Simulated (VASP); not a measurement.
# A VASP study of SrSnSeS (PBEsol): structure first, properties next, part 6 of 6

Aim: relax SrSnSeS, then compute properties on the relaxed cell. The cell is invented: it takes the structure of a Materials Project entry for SrEuSeS (space group 160 there), with some of its atoms replaced by other elements, volume scaled by an estimate. It may not be a known or stable phase.

VASP 6.6.1, plane waves and PAW; the level of theory is named at each step.

Still holding for the runs below: Spin-orbit coupling is off here; with elements this heavy it splits and shifts levels by tenths of an eV or more.

So far, gap on the k-mesh (eV): step 2 (rough relaxation of the start cell, PBEsol) 1.22; step 4 (single point with fields (PBEsol)) 1.22; step 6 (density of states (PBEsol)) 1.06; step 7 (vibrations at Γ (PBEsol)) 1.22; step 8 (starting orbitals for the hybrid, PBE) 1.15.

### 10. Bands along the symmetry lines (TB-mBJ)

This step: TB-mBJ; plane waves and PAW (Sn_d, Sr_sv, Se, S); invented cell (VASP 6.6.1).

Levels along the symmetry lines show where the bands peak and cross; KPOINTS_OPT computes them in the converged potential. TB-mBJ is a local potential fitted to gaps: it costs far less than a hybrid but gives no energy.

Contents of INCAR:

```
SYSTEM = SrSnSeS
PREC = Accurate
ENCUT = 400
EDIFF = 1E-06
NELM = 150
ISMEAR = -1
SIGMA = 0.05
LREAL = .FALSE.
ALGO = Normal
METAGGA = MBJ
LASPH = .TRUE.
NBANDS = 32
LORBIT = 11
LWAVE = .FALSE.
LCHARG = .FALSE.
KPAR = 2
```

Contents of POSCAR:

```
SrSnSeS
1.0
    2.1182140286      1.2229519042      6.9539570828
   -2.1182140286      1.2229519042      6.9539570828
    0.0000000000     -2.4459028541      6.9539570867
Sn Sr Se S
1 1 1 1
Direct
    0.0022503877      0.0022503877      0.0022503877
    0.4956583286      0.4956583286      0.4956583286
    0.2525762012      0.2525762012      0.2525762012
    0.7495160826      0.7495160826      0.7495160826
```

Contents of KPOINTS:

```
Automatic mesh
0
Gamma
5 5 5
0 0 0
```

Contents of KPOINTS_OPT:

```
Line mode
16
Line-mode
Reciprocal
  0.00000000   0.00000000   0.00000000 GAMMA
  0.50000000   0.00000000   0.00000000 L

  0.50000000   0.00000000   0.00000000 L
  0.50000000   0.18728546  -0.18728546 B1

  0.81271454   0.50000000   0.18728546 B
  0.50000000   0.50000000   0.50000000 Z

  0.50000000   0.50000000   0.50000000 Z
  0.00000000   0.00000000   0.00000000 GAMMA

  0.00000000   0.00000000   0.00000000 GAMMA
  0.34364273   0.00000000  -0.34364273 X

  0.65635727   0.34364273   0.00000000 Q
  0.50000000   0.50000000   0.00000000 F

  0.50000000   0.50000000   0.00000000 F
  0.65635727   0.65635727   0.18728546 P1

  0.65635727   0.65635727   0.18728546 P1
  0.50000000   0.50000000   0.50000000 Z

  0.50000000   0.00000000   0.00000000 L
  0.81271454   0.34364273   0.34364273 P
```

Potentials, in the order of the species: Sn_d, Sr_sv, Se and S (PBE family, release 64).

Command:

```bash
mpirun -np 2 vasp_std
```

What it wrote:

```text
[banner, memory and clock lines left out]
running    2 mpi-ranks, on    1 nodes
 distrk:  each k-point on    1 cores,    2 groups
 distr:  one band on    1 cores,    1 groups

 POSCAR found type information on POSCAR SnSrSeS
 POSCAR found :  4 types and       4 ions
 [... a notice as in an earlier step ...]

 LDA part: xc-table for (None), standard interpolation
 POSCAR, INCAR and KPOINTS ok, starting setup
 FFT: planning ... GRIDC
 FFT: planning ... GRID_SOFT
 FFT: planning ... GRID
 WAVECAR not read
 entering main loop
       N       E                     dE             d eps       ncg     rms          rms(c)
DAV:   1     0.886641928289E+03    0.88664E+03   -0.13650E+04  1264   0.999E+02
DAV:   2     0.636503402925E+03   -0.25014E+03   -0.23443E+03  1352   0.318E+02
DAV:   3     0.605094060925E+03   -0.31409E+02   -0.30908E+02  1752   0.928E+01
DAV:   4     0.603129993580E+03   -0.19641E+01   -0.19220E+01  1936   0.189E+01
DAV:   5     0.603093522053E+03   -0.36472E-01   -0.36464E-01  1544   0.230E+00    0.304E+01
DAV:   6     0.603258896411E+03    0.16537E+00   -0.14767E+01  2088   0.283E+01    0.207E+01
DAV:   7     0.604947474998E+03    0.16886E+01   -0.20943E+00  1432   0.898E+00    0.956E+00
DAV:   8     0.605338260597E+03    0.39079E+00   -0.51345E-01  1448   0.326E+00    0.891E+00
DAV:   9     0.606314332945E+03    0.97607E+00   -0.20381E-01  1448   0.250E+00    0.423E+00
DAV:  10     0.606959534165E+03    0.64520E+00   -0.14277E-01  1424   0.187E+00    0.291E+00
DAV:  11     0.607158363229E+03    0.19883E+00   -0.47788E-02  1520   0.135E+00    0.232E+00
DAV:  12     0.607373177915E+03    0.21481E+00   -0.11806E-02  1696   0.680E-01    0.201E+00
DAV:  13     0.606959530999E+03   -0.41365E+00   -0.25535E-02  1608   0.860E-01    0.164E+00
DAV:  14     0.606976385063E+03    0.16854E-01   -0.23339E-02  1408   0.916E-01    0.107E+00
DAV:  15     0.606860904838E+03   -0.11548E+00   -0.27511E-03  1560   0.265E-01    0.105E+00
DAV:  16     0.606879607766E+03    0.18703E-01   -0.21755E-03  1584   0.286E-01    0.773E-01
DAV:  17     0.606886682163E+03    0.70744E-02   -0.29603E-04  1560   0.805E-02    0.750E-01
DAV:  18     0.606914890853E+03    0.28209E-01   -0.10987E-04  1416   0.398E-02    0.503E-01
DAV:  19     0.606921944486E+03    0.70536E-02   -0.83263E-05  1520   0.557E-02    0.541E-01
DAV:  20     0.606924087699E+03    0.21432E-02   -0.11404E-05  1552   0.178E-02    0.540E-01
DAV:  21     0.606928342590E+03    0.42549E-02   -0.27828E-06  1280   0.987E-03    0.501E-01
DAV:  22     0.606948905607E+03    0.20563E-01   -0.10067E-04  1352   0.393E-02    0.342E-01
DAV:  23     0.606949468265E+03    0.56266E-03   -0.48860E-05  1416   0.410E-02    0.398E-01
DAV:  24     0.606960515634E+03    0.11047E-01   -0.13518E-05  1288   0.186E-02    0.307E-01
DAV:  25     0.606971002056E+03    0.10486E-01   -0.47733E-05  1384   0.281E-02    0.270E-01
DAV:  26     0.606974786823E+03    0.37848E-02   -0.83704E-06  1512   0.161E-02    0.262E-01
DAV:  27     0.606978953204E+03    0.41664E-02   -0.20317E-06  1224   0.757E-03    0.238E-01
DAV:  28     0.606997032980E+03    0.18080E-01   -0.57559E-05  1352   0.314E-02    0.116E-01
DAV:  29     0.607014978035E+03    0.17945E-01   -0.71415E-05  1408   0.348E-02    0.196E-02
DAV:  30     0.607022967079E+03    0.79890E-02   -0.20804E-05  1528   0.261E-02    0.157E-02
[...]
DAV:  48     0.607021533657E+03   -0.96190E-04   -0.34115E-09   608   0.270E-04    0.595E-04
DAV:  49     0.607021479148E+03   -0.54509E-04   -0.12314E-09   608   0.196E-04    0.396E-04
DAV:  50     0.607021422569E+03   -0.56579E-04   -0.91272E-10   608   0.155E-04    0.632E-05
DAV:  51     0.607021417211E+03   -0.53581E-05   -0.45781E-10   608   0.144E-04    0.157E-04
DAV:  52     0.607021404126E+03   -0.13084E-04   -0.96648E-11   608   0.661E-05    0.588E-05
DAV:  53     0.607021398715E+03   -0.54111E-05   -0.82553E-11   608   0.478E-05    0.533E-05
DAV:  54     0.607021394814E+03   -0.39018E-05   -0.24979E-11   608   0.309E-05    0.309E-05
DAV:  55     0.607021385476E+03   -0.93375E-05   -0.30012E-11   608   0.274E-05    0.609E-05
DAV:  56     0.607021392439E+03    0.69631E-05   -0.26966E-11   608   0.279E-05    0.879E-06
DAV:  57     0.607021393895E+03    0.14555E-05   -0.23436E-11   608   0.207E-05    0.639E-06
DAV:  58     0.607021398092E+03    0.41975E-05   -0.89551E-13   608   0.105E-05    0.208E-05
DAV:  59     0.607021397974E+03   -0.11775E-06   -0.45235E-12   608   0.118E-05
   1 F= 0.60702140E+03 E0= 0.60702140E+03  d E =-.161771E-09
 Start KPOINTS_OPT (optional k-point list driver)
k-point batch [1-19\144]
       N       E                     dE             ncg
DAV:   1    -0.705685622610E+03   -0.10597E+05     1312
DAV:   2    -0.551067028254E+04   -0.48050E+04     1296
DAV:   3    -0.609838075332E+04   -0.58771E+03     1504
DAV:   4    -0.614580110220E+04   -0.47420E+02     2160
DAV:   5    -0.614634705870E+04   -0.54596E+00     1496
DAV:   6    -0.614636336419E+04   -0.16305E-01     1840
DAV:   7    -0.614636371446E+04   -0.35027E-03     1704
DAV:   8    -0.614636372430E+04   -0.98375E-05     1680
DAV:   9    -0.614636372460E+04   -0.30546E-06     1048
[...]
k-point batch [134-144\144]
       N       E                     dE             ncg
DAV:   1     0.484136261565E+04   -0.11080E+05      744
DAV:   2     0.201811769671E+04   -0.28232E+04      768
DAV:   3     0.168998772079E+04   -0.32813E+03      856
DAV:   4     0.166520060646E+04   -0.24787E+02     1248
DAV:   5     0.166480908415E+04   -0.39152E+00      872
DAV:   6     0.166479760909E+04   -0.11475E-01     1104
DAV:   7     0.166479736533E+04   -0.24376E-03      968
DAV:   8     0.166479735865E+04   -0.66847E-05     1008
DAV:   9     0.166479735850E+04   -0.15046E-06      576
```

Wall time 3.5 min (2 MPI ranks of Intel Xeon 6975P-C (Granite Rapids), shared host); peak memory 0.81 GiB; 6.9 min of CPU time.

From OUTCAR (step 10):

```text
   NELECT =      36.0000    total number of electrons

 E-fermi :   5.3563

 k-point     1 :       0.0000    0.0000    0.0000
  band No.  band energies     occupation
    ...
     14       2.1113      2.00000
     15       2.6001      2.00000
     16       2.7759      2.00000
     17       2.7759      2.00000
     18       3.2350      2.00000
     19       6.6566      0.00000
     20       7.7934      0.00000
     21       7.7934      0.00000
     22       8.7032      0.00000
     23       8.7425      0.00000
    ...

  Total      -88.0632881    -88.0633092    -87.5942503      0.0000000     -0.0000039      0.0000000
  in kB    -1305.3985267  -1305.3988394  -1298.4457860      0.0000000     -0.0000580      0.0000000
  external PRESSURE =   -1303.0810507 kB  Pullay stress =       0.0000000 kB

 POSITION                                       TOTAL-FORCE (eV/Angst)
 -----------------------------------------------------------------------------------
      0.00000      0.00000      0.04695         0.000000      0.000000      0.042856
      0.00000      0.00000     10.34036         0.000000     -0.000000     -0.006954
      0.00000      0.00000      5.26921         0.000000     -0.000000     -0.853914
      0.00000      0.00000     15.63631         0.000000      0.000000      0.818013
 -----------------------------------------------------------------------------------
    total drift:                               -0.000000      0.000000      0.339145

  FREE ENERGIE OF THE ION-ELECTRON SYSTEM (eV)
  ---------------------------------------------------
  free  energy   TOTEN  =       607.0213979743 eV

  energy  without entropy=      607.0213979745  energy(sigma->0) =      607.02139797

[... 8 parts as in an earlier step ...]

[... 9 further parts left out ...]
```

This functional is a potential without an energy, so its energies, forces and stress mean nothing and are not read.

This step gave:

* SCF cycles: 59
* bands: 32
* irreducible k-points: 19
* Fermi energy: 5.356 eV
* least gap on mesh and path: 1.870 eV
* least direct gap on mesh and path: 1.870 eV

Electronic bands along the path, in eV, zero at the valence-band top; v1 is the highest filled band, c1 the lowest empty one:

| point | v4 | v3 | v2 | v1 | c1 | c2 | c3 | c4 |
| --- | --- | --- | --- | --- | --- | --- | --- | --- |
| Γ | -1.84 | -1.67 | -1.67 | -1.21 | 2.21 | 3.35 | 3.35 | 4.26 |
| 0.47 of the way | -2.65 | -2.01 | -1.76 | -0.47 | 2.64 | 3.31 | 3.31 | 3.95 |
| L | -3.01 | -2.23 | -1.84 | -0.47 | 2.57 | 3.31 | 3.73 | 3.91 |
| 0.47 of the way | -3.21 | -2.33 | -2.20 | -0.60 | 3.32 | 3.66 | 3.74 | 4.22 |
| B1 | -3.46 | -2.28 | -2.07 | -0.61 | 3.06 | 3.41 | 3.83 | 4.76 |
| jump to B | -3.46 | -2.28 | -2.07 | -0.61 | 3.06 | 3.41 | 3.83 | 4.76 |
| 0.53 of the way | -2.67 | -2.25 | -1.88 | -0.48 | 2.67 | 3.40 | 3.58 | 3.99 |
| Z | -2.39 | -1.55 | -1.55 | 0.00 | 1.87 | 2.71 | 2.71 | 4.44 |
| 0.53 of the way | -2.36 | -1.62 | -1.62 | -0.53 | 2.07 | 3.01 | 3.01 | 4.33 |
| Γ | -1.84 | -1.67 | -1.67 | -1.21 | 2.21 | 3.35 | 3.35 | 4.26 |
| 0.47 of the way | -2.53 | -2.26 | -1.89 | -0.49 | 2.94 | 3.19 | 3.52 | 4.43 |
| X | -3.49 | -2.33 | -2.09 | -0.62 | 3.12 | 3.44 | 3.95 | 4.79 |
| jump to Q | -3.49 | -2.33 | -2.09 | -0.62 | 3.12 | 3.44 | 3.95 | 4.79 |
| 0.47 of the way | -3.13 | -2.20 | -2.03 | -0.81 | 2.81 | 3.11 | 3.61 | 3.97 |
| F | -2.75 | -2.22 | -2.15 | -1.31 | 2.60 | 2.65 | 3.82 | 4.04 |
| 0.47 of the way | -2.79 | -2.22 | -2.13 | -1.25 | 2.60 | 2.70 | 3.80 | 4.00 |
| P1 | -2.85 | -2.21 | -2.08 | -1.08 | 2.62 | 2.84 | 3.74 | 3.87 |
| 0.53 of the way | -2.50 | -2.25 | -1.92 | -0.60 | 2.79 | 3.43 | 3.47 | 3.62 |
| Z | -2.39 | -1.55 | -1.55 | 0.00 | 1.87 | 2.71 | 2.71 | 4.44 |
| jump to L | -3.01 | -2.23 | -1.84 | -0.47 | 2.57 | 3.31 | 3.73 | 3.91 |
| 0.47 of the way | -2.97 | -2.22 | -1.91 | -0.64 | 2.61 | 3.40 | 3.44 | 3.79 |
| P | -2.85 | -2.21 | -2.08 | -1.08 | 2.62 | 2.84 | 3.74 | 3.87 |

Of the projections kept (Sn, Sr, Se, S), the largest for each band there; the rest of the weight can lie on other orbitals:

| point | v4 | v3 | v2 | v1 | c1 | c2 | c3 | c4 |
| --- | --- | --- | --- | --- | --- | --- | --- | --- |
| Γ | S 0.55 | Se 0.81 | Se 0.81 | Se 0.39 | Sn 0.65 | Sn 0.84 | Sn 0.84 | Sr 0.85 |
| L | S 0.52 | Se 0.48 | Se 0.60 | Sn 0.34 | Sn 0.42 | Sn 0.62 | Sn 0.45 | Sr 0.53 |
| B1 | S 0.38 | Se 0.47 | Se 0.50 | Sn 0.34 | Sn 0.51 | Sn 0.48 | Sn 0.57 | Sr 0.56 |
| B | S 0.38 | Se 0.47 | Se 0.50 | Sn 0.34 | Sn 0.51 | Sn 0.48 | Sn 0.57 | Sr 0.56 |
| Z | S 0.72 | Se 0.78 | Se 0.78 | Se 0.37 | Sn 0.64 | Sn 0.73 | Sn 0.73 | Sr 0.70 |
| Γ | S 0.55 | Se 0.81 | Se 0.81 | Se 0.39 | Sn 0.65 | Sn 0.84 | Sn 0.84 | Sr 0.85 |

The gap moves by +0.81 eV against PBEsol.

### 11. Summary of results

```json
{"relaxed volume": "27.02 Å³/atom", "relaxed conventional cell a, b, c": "4.236, 4.236, 20.862 Å; angles 90.0, 90.0, 120.0°", "space group after relaxing, within 0.02 Å": "R3m (No. 160)", "band gap": "1.06 eV, direct", "gap among the points of the DOS mesh alone, an upper bound": "1.06 eV", "highest zone-centre mode": "202 cm⁻¹", "band gap (TB-mBJ)": "1.87 eV, direct"}
```

**Reading.** With PBEsol, SrSnSeS relaxes to 27.02 Å³/atom in space group R3m (held by the symmetry of the run) and has a direct gap of 1.06 eV. Not obtained: bands along the symmetry lines (HSE06), because the run hit its time limit. Vibrations at Γ (PBEsol): Mean Born effective charge: Sn1 3.62, Sr2 2.52, Se3 -2.95, S4 -3.19 e. Vibrations at Γ (PBEsol): The infrared spectrum is led by the line at 178 cm⁻¹, followed by 56 and 124. Vibrations at Γ (PBEsol): The highest mode in this list at Γ, 202.4 cm⁻¹, is mostly motion of S (83 % of the kinetic energy). Bands along the symmetry lines (TB-mBJ): The path shows a direct gap of 1.87 eV (valence top at Z, conduction bottom at Z). The other levels ran on the cell relaxed with PBEsol, and without spin-orbit coupling unless named. Spin-orbit coupling is left out, and with elements this heavy it would split and shift bands near the edges, and it can change the kind of a small gap. Modes at Γ alone can't show that the crystal is stable at other wave vectors, and the LO-TO splitting is not included. No search among competing phases was made. All values are for a static lattice at zero temperature.

[Lines on the potential files, build, host, timing and source positions are cut from VASP's logs without a mark.]

[Logs are printed without paths, hosts, clocks, repeated set-up lines and the standing remarks that a program may print on its own settings, such as how far it seeks lower states.]

[Hosts, paths, dates, database ids (printed as entryN), source tags and the programs' standing remarks are cut or masked in the printed files.]

[A measured line is paired with the nearest computed mode of its activity, which favours agreement.]
